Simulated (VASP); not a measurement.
# XPS shifts in HfW9, part 2 of 4

Which atoms of HfW9 bind their core electrons more tightly, and does the hole change the order?

VASP 6.6.1, plane waves and PAW; the level of theory is named at each step.

So far: Starting point; Relaxation.

## Step 2: Relaxation (continued)

Level of this step: PBEsol; plane waves and PAW (Hf_sv_GW, W) (VASP).

The steps of the relaxation:

```
step  energy less that of the first step (eV)  largest force (eV/Å)
   1                                   0.0000                1.7193
   2                                  -0.5679                0.8181
   3                                  -0.7135                0.9069
   4                                  -0.7196                0.7809
   5                                  -0.8950                0.3173
   6                                  -0.8976                0.3173
   7                                  -0.9133                0.1410
   8                                  -0.9140                0.1546
   9                                  -0.9211                0.1156
  10                                  -0.9244                0.0813
  11                                  -0.9246                0.0956
  12                                  -0.9267                0.0358
```

The atoms that moved most (Å):

```
atom     dx     dy      dz  length
  W3  0.000  0.000  -0.179   0.179
 W18  0.000  0.000   0.179   0.179
 Hf1  0.000  0.000   0.166   0.166
 Hf2  0.000  0.000  -0.166   0.166
 W19  0.000  0.000   0.163   0.163
 W20  0.000  0.000   0.163   0.163
  W5  0.000  0.000  -0.163   0.163
  W4  0.000  0.000  -0.163   0.163
```

Final coordinates:

```cif
data_structure
_symmetry_space_group_name_H-M 'P 1'
_symmetry_Int_Tables_number 1
_cell_length_a 6.3400
_cell_length_b 5.4906
_cell_length_c 22.9661
_cell_angle_alpha 90.000
_cell_angle_beta 90.000
_cell_angle_gamma 54.736
_cell_volume 652.76
loop_
_atom_site_label
_atom_site_type_symbol
_atom_site_fract_x
_atom_site_fract_y
_atom_site_fract_z
_atom_site_occupancy
Hf1 Hf 0.00000 0.00000 0.70243 1
Hf2 Hf 0.00000 0.00000 0.29757 1
W3 W 0.50000 0.00000 0.68742 1
W4 W 0.00000 0.50000 0.68812 1
W5 W 0.50000 0.50000 0.68812 1
W6 W 0.75442 0.49117 0.59696 1
W7 W 0.24558 0.50883 0.59696 1
W8 W 0.74890 0.00000 0.59537 1
W9 W 0.25110 0.00000 0.59537 1
W10 W 0.00000 0.00000 0.50000 1
W11 W 0.50000 0.00000 0.50000 1
W12 W 0.00000 0.50000 0.50000 1
W13 W 0.50000 0.50000 0.50000 1
W14 W 0.75442 0.49117 0.40304 1
W15 W 0.24558 0.50883 0.40304 1
W16 W 0.74890 0.00000 0.40463 1
W17 W 0.25110 0.00000 0.40463 1
W18 W 0.50000 0.00000 0.31258 1
W19 W 0.00000 0.50000 0.31188 1
W20 W 0.50000 0.50000 0.31188 1
```

This step gave:

```yaml
free_energy_toten: -265.6204 eV
energy_at_zero_smearing: -265.5892 eV
fermi_energy: 1.655 eV
```

The forces on the free atoms are under 0.05 eV/Å.

## Step 3: Initial state

The cell without a hole gives, with ICORELEVEL = 1, the Kohn-Sham core levels of the initial state.

INCAR

```
SYSTEM = HfW9
PREC = Normal
ENCUT = 330
EDIFF = 1E-05
NELM = 120
ISMEAR = 0
SIGMA = 0.1
LREAL = Auto
ALGO = Fast
GGA = PS
NBANDS = 86
LASPH = .TRUE.
LORBIT = 11
LWAVE = .FALSE.
LCHARG = .FALSE.
KPAR = 2
NCORE = 4
ICORELEVEL = 1
ISIF = 0
LVHAR = .TRUE.
```

POSCAR

```
HfW9
1.0
    6.3400000000      0.0000000000      0.0000000000
    3.1700000000      4.4830569927      0.0000000000
    0.0000000000      0.0000000000     22.9661139854
Hf W
2 18
Direct
    0.0000000000      0.0000000000      0.7024276770
    0.0000000000      0.0000000000      0.2975723230
    0.5000000000      0.0000000000      0.6874191750
    0.0000000000      0.5000000000      0.6881205560
    0.5000000000      0.5000000000      0.6881205560
    0.7544174564      0.4911650871      0.5969582290
    0.2455825436      0.5088349129      0.5969582290
    0.7489008457      0.0000000000      0.5953683832
    0.2510991543      0.0000000000      0.5953683832
    0.0000000000      0.0000000000      0.5000000000
    0.5000000000      0.0000000000      0.5000000000
    0.0000000000      0.5000000000      0.5000000000
    0.5000000000      0.5000000000      0.5000000000
    0.7544174564      0.4911650871      0.4030417710
    0.2455825436      0.5088349129      0.4030417710
    0.7489008457      0.0000000000      0.4046316168
    0.2510991543      0.0000000000      0.4046316168
    0.5000000000      0.0000000000      0.3125808250
    0.0000000000      0.5000000000      0.3118794440
    0.5000000000      0.5000000000      0.3118794440
```

KPOINTS

```
Automatic mesh
0
Gamma
5 5 1
0 0 0
```

Potentials, in the order of the species: Hf_sv_GW and W (PBE family, release 64).

Started as:

```console
$ mpirun -np 8 vasp_std
```

The program printed:

```text
[banner, memory and clock lines left out]
running    8 mpi-ranks, on    1 nodes
 distrk:  each k-point on    4 cores,    2 groups
 distr:  one band on    4 cores,    1 groups

 POSCAR found type information on POSCAR HfW
 POSCAR found :  2 types and      20 ions
 [... a notice as in an earlier step ...]

 LDA part: xc-table for (Slater+PW92), standard interpolation
 POSCAR, INCAR and KPOINTS ok, starting setup
 FFT: planning ... GRIDC
 FFT: planning ... GRID_SOFT
 FFT: planning ... GRID
 WAVECAR not read
 entering main loop
       N       E                     dE             d eps       ncg     rms          rms(c)
DAV:   1     0.669192857433E+03    0.66919E+03   -0.44802E+04  1668   0.900E+02
DAV:   2    -0.193219336180E+03   -0.86241E+03   -0.82499E+03  1986   0.273E+02
DAV:   3    -0.277251955601E+03   -0.84033E+02   -0.81330E+02  2040   0.830E+01
DAV:   4    -0.281981038686E+03   -0.47291E+01   -0.46616E+01  2480   0.176E+01
DAV:   5    -0.282115170787E+03   -0.13413E+00   -0.13283E+00  2240   0.305E+00    0.222E+02
RMM:   6    -0.270257505648E+03    0.11858E+02   -0.20024E+01  1831   0.109E+01    0.147E+02
RMM:   7    -0.302915130173E+03   -0.32658E+02   -0.12325E+02  2643   0.211E+01    0.291E+01
RMM:   8    -0.299353841929E+03    0.35613E+01   -0.24261E+02  2926   0.277E+01    0.300E+01
RMM:   9    -0.268907915408E+03    0.30446E+02   -0.26176E+01  1911   0.128E+01    0.164E+01
RMM:  10    -0.265774536897E+03    0.31334E+01   -0.61645E+00  1823   0.721E+00    0.607E+00
RMM:  11    -0.265760701193E+03    0.13836E-01   -0.43250E+00  2403   0.367E+00    0.297E+00
RMM:  12    -0.265788515320E+03   -0.27814E-01   -0.67747E-01  2372   0.177E+00    0.149E+00
RMM:  13    -0.265793106972E+03   -0.45917E-02   -0.28271E-01  2669   0.912E-01    0.988E-01
RMM:  14    -0.265798958689E+03   -0.58517E-02   -0.50138E-02  2654   0.434E-01    0.628E-01
RMM:  15    -0.265799843893E+03   -0.88520E-03   -0.19092E-02  2596   0.220E-01    0.345E-01
RMM:  16    -0.265800559708E+03   -0.71582E-03   -0.60614E-03  2570   0.123E-01    0.204E-01
RMM:  17    -0.265800811015E+03   -0.25131E-03   -0.18720E-03  2568   0.692E-02    0.138E-01
RMM:  18    -0.265801186502E+03   -0.37549E-03   -0.12468E-03  2512   0.466E-02    0.649E-02
RMM:  19    -0.265801584515E+03   -0.39801E-03   -0.33019E-04  2069   0.280E-02    0.106E-01
RMM:  20    -0.265801911146E+03   -0.32663E-03   -0.44979E-04  2406   0.322E-02    0.875E-02
RMM:  21    -0.265802293860E+03   -0.38271E-03   -0.18383E-04  2007   0.218E-02    0.719E-02
RMM:  22    -0.265802471111E+03   -0.17725E-03   -0.72136E-05  1688   0.166E-02    0.490E-02
RMM:  23    -0.265802499536E+03   -0.28426E-04   -0.22495E-05  1410   0.926E-03    0.312E-02
RMM:  24    -0.265802573899E+03   -0.74363E-04   -0.11210E-05  1275   0.575E-03    0.174E-02
RMM:  25    -0.265802607365E+03   -0.33465E-04   -0.71648E-06  1207   0.448E-03    0.157E-02
RMM:  26    -0.265802627993E+03   -0.20628E-04   -0.59252E-06  1194   0.474E-03    0.850E-03
RMM:  27    -0.265802633905E+03   -0.59122E-05   -0.33295E-06  1120   0.382E-03
   1 F= -.26580263E+03 E0= -.26575496E+03  d E =-.953493E-01
```

The job ended after 79 s (8 MPI ranks of AMD EPYC 7R43, shared host; peak memory 1.3 GiB; 10 min of CPU time).

From OUTCAR (step 3):

```text
The static configuration has the point symmetry D_2h.

 Found      9 irreducible k-points:

   k-points           NKPTS =      9   k-points in BZ     NKDIM =      9   number of bands    NBANDS=     86

   NELECT =     132.0000    total number of electrons

 the core state eigenenergies are
   1-  1s -65253.9202  2s -11152.3280  2p  -9789.5581  3s  -2535.6123  3p  -2128.6874
       3d  -1647.7668  4s   -505.1176  4p   -371.6662  4d   -199.3808  4f     -9.7530

   2-  1s -65253.9202  2s -11152.3280  2p  -9789.5581  3s  -2535.6123  3p  -2128.6874
       3d  -1647.7668  4s   -505.1176  4p   -371.6662  4d   -199.3808  4f     -9.7530

   3-  1s -69461.0076  2s -11981.7877  2p -10475.3812  3s  -2754.4981  3p  -2308.6102
       3d  -1796.5696  4s   -562.9640  4p   -416.7463  4d   -231.6212  4f    -26.5027
       5s    -72.1214  5p    -36.3014
   4-  1s -69460.6977  2s -11981.4757  2p -10475.0687  3s  -2754.2048  3p  -2308.3170
       3d  -1796.2731  4s   -562.6989  4p   -416.4840  4d   -231.3618  4f    -26.2546
       5s    -71.9291  5p    -36.1444
   5-  1s -69460.6977  2s -11981.4757  2p -10475.0687  3s  -2754.2048  3p  -2308.3170
       3d  -1796.2731  4s   -562.6989  4p   -416.4840  4d   -231.3618  4f    -26.2547
       5s    -71.9291  5p    -36.1444
   6-  1s -69460.9668  2s -11981.7847  2p -10475.3749  3s  -2754.5200  3p  -2308.6320
       3d  -1796.5897  4s   -563.0224  4p   -416.8087  4d   -231.6890  4f    -26.5865
       5s    -72.2778  5p    -36.4967
   7-  1s -69460.9668  2s -11981.7847  2p -10475.3749  3s  -2754.5200  3p  -2308.6320
       3d  -1796.5897  4s   -563.0224  4p   -416.8087  4d   -231.6890  4f    -26.5865
       5s    -72.2778  5p    -36.4967
   8-  1s -69461.0432  2s -11981.8549  2p -10475.4457  3s  -2754.5833  3p  -2308.6953
       3d  -1796.6538  4s   -563.0751  4p   -416.8602  4d   -231.7391  4f    -26.6320
       5s    -72.3022  5p    -36.5087
   9-  1s -69461.0432  2s -11981.8549  2p -10475.4457  3s  -2754.5833  3p  -2308.6953
       3d  -1796.6538  4s   -563.0751  4p   -416.8602  4d   -231.7391  4f    -26.6320
       5s    -72.3022  5p    -36.5087
  10-  1s -69461.0489  2s -11981.8601  2p -10475.4509  3s  -2754.5897  3p  -2308.7017
       3d  -1796.6599  4s   -563.0832  4p   -416.8685  4d   -231.7475  4f    -26.6413
       5s    -72.3156  5p    -36.5258
  11-  1s -69461.0305  2s -11981.8429  2p -10475.4336  3s  -2754.5727  3p  -2308.6847
       3d  -1796.6430  4s   -563.0666  4p   -416.8519  4d   -231.7310  4f    -26.6249
       5s    -72.2998  5p    -36.5102
  12-  1s -69461.1378  2s -11981.9464  2p -10475.5376  3s  -2754.6701  3p  -2308.7821
       3d  -1796.7412  4s   -563.1544  4p   -416.9388  4d   -231.8167  4f    -26.7065
       5s    -72.3623  5p    -36.5607
  13-  1s -69461.1378  2s -11981.9464  2p -10475.5376  3s  -2754.6701  3p  -2308.7821
       3d  -1796.7412  4s   -563.1544  4p   -416.9388  4d   -231.8167  4f    -26.7065
       5s    -72.3623  5p    -36.5607
  14-  1s -69460.9668  2s -11981.7847  2p -10475.3749  3s  -2754.5200  3p  -2308.6320
       3d  -1796.5897  4s   -563.0224  4p   -416.8087  4d   -231.6890  4f    -26.5865
       5s    -72.2778  5p    -36.4967
  15-  1s -69460.9668  2s -11981.7847  2p -10475.3749  3s  -2754.5200  3p  -2308.6320
       3d  -1796.5897  4s   -563.0224  4p   -416.8087  4d   -231.6890  4f    -26.5865
       5s    -72.2778  5p    -36.4967
  16-  1s -69461.0432  2s -11981.8549  2p -10475.4457  3s  -2754.5833  3p  -2308.6953
[...]
3d  -1796.2731  4s   -562.6989  4p   -416.4840  4d   -231.3618  4f    -26.2547
       5s    -71.9291  5p    -36.1444

 E-fermi :   1.6864

 k-point     1 :       0.0000    0.0000    0.0000
  band No.  band energies     occupation
    ...
     58       0.9154      2.00000
     59       1.0628      2.00000
     60       1.4263      1.99977
     61       1.5424      1.95835
     62       1.6739      1.14089
     63       1.9727      0.00005
     64       2.3208      0.00000
     65       2.3649      0.00000
     66       2.4051      0.00000
     67       2.4757      0.00000
    ...

 k-point     2 :       0.2000    0.0000    0.0000
  band No.  band energies     occupation
    ...
     59       1.0251      2.00000
     60       1.1172      2.00000
     61       1.1943      2.00000
     62       1.4663      1.99815
     63       1.6004      1.77607
     64       1.7978      0.11523
     65       1.8864      0.00468
     66       1.9965      0.00001
     67       2.0725      0.00000
     68       2.1457      0.00000
    ...

 POSITION                                       TOTAL-FORCE (eV/Angst)
 -----------------------------------------------------------------------------------
      0.00000      0.00000     16.13203         0.000000     -0.000000     -0.102425
      0.00000      0.00000      6.83408         0.000000     -0.000000      0.102425
      3.17000      0.00000     15.78735         0.000000     -0.000000      0.205034
      1.58500      2.24153     15.80346         0.000000     -0.000000     -0.031989
      4.75500      2.24153     15.80346         0.000000     -0.000000     -0.031989
      6.34000      2.20192     13.70981         0.000000      0.135899     -0.029272
      3.17000      2.28114     13.70981         0.000000     -0.135899     -0.029272
      4.74803      0.00000     13.67330        -0.000985      0.000000      0.018883
      1.59197      0.00000     13.67330         0.000985      0.000000      0.018883
      0.00000      0.00000     11.48306         0.000000     -0.000000      0.000000
      3.17000      0.00000     11.48306         0.000000     -0.000000      0.000000
      1.58500      2.24153     11.48306         0.000000     -0.000000      0.000000
      4.75500      2.24153     11.48306         0.000000     -0.000000      0.000000
      6.34000      2.20192      9.25630         0.000000      0.135899      0.029272
      3.17000      2.28114      9.25630         0.000000     -0.135899      0.029272
      4.74803      0.00000      9.29282        -0.000985     -0.000000     -0.018883
      1.59197      0.00000      9.29282         0.000985      0.000000     -0.018883
      3.17000      0.00000      7.17877         0.000000     -0.000000     -0.205034
      1.58500      2.24153      7.16266         0.000000     -0.000000      0.031989
      4.75500      2.24153      7.16266         0.000000     -0.000000      0.031989
 -----------------------------------------------------------------------------------
    total drift:                                0.000000      0.000000     -0.000000

  FREE ENERGIE OF THE ION-ELECTRON SYSTEM (eV)
  ---------------------------------------------------
  free  energy   TOTEN  =      -265.8026339052 eV

  energy  without entropy=     -265.7072846026  energy(sigma->0) =     -265.75495925

 total charge
# of ion       s       p       d       f       tot
--------------------------------------------------
    1        4.848   5.938   1.490   0.026  12.301
    2        4.848   5.938   1.490   0.026  12.301
    3        0.695   0.557   4.159   0.000   5.410
    4        0.692   0.525   4.232   0.000   5.449
    5        0.692   0.525   4.232   0.000   5.449
    6        0.693   0.725   4.279   0.000   5.696
    7        0.693   0.725   4.279   0.000   5.696
    8        0.680   0.711   4.245   0.000   5.637
    9        0.680   0.711   4.245   0.000   5.637
   10        0.679   0.709   4.263   0.000   5.652
   11        0.677   0.716   4.264   0.000   5.658
   12        0.672   0.709   4.231   0.000   5.612
   13        0.672   0.709   4.231   0.000   5.612
   14        0.693   0.725   4.279   0.000   5.696
   15        0.693   0.725   4.279   0.000   5.696
   16        0.680   0.711   4.245   0.000   5.637
   17        0.680   0.711   4.245   0.000   5.637
   18        0.695   0.557   4.159   0.000   5.410
   19        0.692   0.525   4.232   0.000   5.449
   20        0.692   0.525   4.232   0.000   5.449
--------------------------------------------------
tot         22.044  23.679  79.309   0.052 125.084

[... 5 parts as in an earlier step ...]

[... 6 further parts left out ...]
```

These are scalar-relativistic Kohn-Sham levels of the ground state, with no core hole, so they are not binding energies.

Numbers from this step:

```yaml
free_energy_toten: -265.8026 eV
energy_at_zero_smearing: -265.7550 eV
fermi_energy: 1.686 eV
```

The two shallowest core shells; atoms whose shallowest level rounds to another's at 0.01 eV are left out. Core levels, by row:

```
atom  shell  level below the Fermi level (eV)
 Hf1     4d                             201.1
 Hf1     4f                             11.44
  W3     5p                             37.99
  W3     4f                             28.19
  W4     5p                             37.83
  W4     4f                             27.94
  W6     5p                             38.18
  W6     4f                             28.27
  W8     5p                              38.2
  W8     4f                             28.32
 W10     5p                             38.21
 W10     4f                             28.33
 W11     5p                              38.2
 W11     4f                             28.31
 W12     5p                             38.25
 W12     4f                             28.39
```

(Continued in part 3 of 4.)

[Lines on the potential files, build, host, timing and source positions are cut from VASP's logs without a mark.]

[Logs are printed without paths, hosts, clocks, repeated set-up lines and the standing remarks that a program may print on its own settings, such as how far it seeks lower states.]

[Hosts, paths, dates, database ids (printed as entryN), source tags and the programs' standing remarks are cut or masked in the printed files.]
